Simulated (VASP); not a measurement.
Given:

```
InSe
1.0
    4.00436     0.00000     0.00000
   -2.00218     3.46788     0.00000
    0.00000     0.00000    23.74605
In Se
2 2
Direct
  0.66667   0.33333   0.44158
  0.66667   0.33333   0.55842
  0.33333   0.66667   0.38752
  0.33333   0.66667   0.61248
```

Method: PBEsol GGA, VASP's PBE PAW potentials (set 64) (plane waves; VASP). Run with 400 eV cut-off, Gaussian smearing of 0.050 eV, potentials In_d Se.

The cell holds a wide vacuum, so values per volume refer to the whole cell. Unless said otherwise, spin-orbit coupling is left out, though it shifts the bands of the heavy elements here.

Task: Estimate the band gap (along the path) with the smallest direct gap where there is one.

Result: 
| Quantity | Result |
|---|---|
| band gap (along the path) | 1.61 eV |
| smallest direct gap (along the path) | 1.69 eV |

Only differences to runs with the same potentials and settings are physical.

The cell is a sheet with vacuum, built from a generated structure.
